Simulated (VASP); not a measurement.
Input:

```xyz
3
Lattice="-1.6145 1.6145 3.8164 1.6145 -1.6145 3.8164 1.6145 1.6145 -3.8164" Properties=species:S:1:pos:R:3 pbc="T T T"
Si     0.0000     0.0000     5.0803
Si     0.0000     0.0000     2.5525
W      0.0000     0.0000     0.0000
```

Calculation: PBE GGA, VASP's PBE PAW potentials (set 64) (plane waves; VASP). Settings: 480 eV cut-off, 12×12×12 Γ-centred mesh, first-order Methfessel-Paxton smearing of 0.10 eV, potentials Si W_sv.

Give the force on each atom (eV/Å).

```csv
atom,Fx,Fy,Fz
Si1,0.000,0.000,0.061
Si2,0.000,0.000,-0.061
W3,0.000,0.000,0.000
```

Give the stress tensor in GPa (positive for a compressed cell).

```
 3.13   0.00   0.00
 0.00   3.13   0.00
 0.00   0.00  18.26
```
The pressure is its mean diagonal, 8.17 GPa.

The compound is WSi2 in the MoSi2 type structure. This cell was strained or had an atom moved on purpose.
